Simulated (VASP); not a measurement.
Data:

```
As
1.0
    3.50154    -1.88329    -0.05718
    3.50154     1.88329    -0.05718
    2.53952     0.00000     3.05968
As
2
Direct
  0.23074   0.23074   0.23074
  0.76926   0.76926   0.76926
```

Computed with LDA (Ceperley-Alder, Perdew-Zunger), VASP's LDA PAW potentials (set 64) (plane waves; VASP 6.6.1). Settings: 500 eV cut-off, 12×12×12 Γ-centred mesh, first-order Methfessel-Paxton smearing of 0.10 eV, potentials As.

Energy and stress use the plane-wave basis of the starting cell.

**Question.** The ions, cell shape and volume at an external pressure of 5.0 GPa are relaxed. What does this cell relax into?

**Answer.** 
```
As
1.0
    3.36152    -1.85791    -0.08507
    3.36152     1.85791    -0.08507
    2.41246     0.00000     2.98980
As
2
Direct
  0.23405   0.23405   0.23405
  0.76595   0.76595   0.76595
```
Space group R-3m (166), at a tolerance of 0.03 Å.

**Question.** How do energy and volume change from the first to the last step?

**Answer.** The energy (σ→0) changes by +19.7 meV/atom and the volume by -6.8 %, in 10 ionic steps.

```tsv
step	E(σ→0) (eV)	max force (eV/Å)	pressure (GPa)	volume (Å³)
1	-10.7858	0.010	-0.01	40.90
2	-10.6824	0.607	9.86	37.23
3	-10.7551	0.324	4.99	38.82
4	-10.7537	0.153	5.01	38.51
5	-10.7432	0.071	5.19	38.05
6	-10.7450	0.046	5.16	38.10
7	-10.7482	0.026	4.85	38.17
8	-10.7486	0.023	4.80	38.18
9	-10.7439	0.021	5.27	38.03
10	-10.7465	0.003	5.02	38.11
```

The compound is As in the a7 structure. This run relaxes it under an external pressure of 5 GPa. Symmetry was kept, so distortions that lower it aren't found.
